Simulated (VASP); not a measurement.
```
CELL_PARAMETERS angstrom
      5.24675     0.00000     0.00000
      0.00000     1.62744     8.04622
      0.00000    -1.62744     8.04622
ATOMIC_POSITIONS crystal
  Mg 0.50000 0.99964 0.99964
  Mg 0.50000 0.66766 0.66766
  Mg 0.50000 0.33354 0.33354
  Mg 0.00000 0.88857 0.88857
  Mg 0.00000 0.55409 0.55409
  Sb 0.00000 0.22315 0.22315
```

Calculation: PBEsol GGA, VASP's PBE PAW potentials (set 64) (plane waves; VASP 6.6.1). Numerical set-up: 400 eV cut-off, 7×11×11 Γ-centred mesh, tetrahedra with Blöchl corrections, potentials Mg Sb.

Unless said otherwise, spin-orbit coupling is left out, though it shifts the bands of the heavy elements here.

Predict the energy per atom (σ→0), band gap (on the k-mesh) with the smallest direct gap where there is one.

```
Item                                                        Result
------------------------  ----------------------------------------
band gap (on the k-mesh)  none (metal, semimetal or under 0.01 eV)
energy per atom (σ→0)                               -2.253 eV/atom
```

Total energies compare only between runs with the same potentials, cut-off and functional.

The structure comes from a computed database's Mg5Sb entry (Amm2); how it stands against other phases isn't given here. It was relaxed first. The electron count is odd and the run is not spin-polarised, which forces a metal.
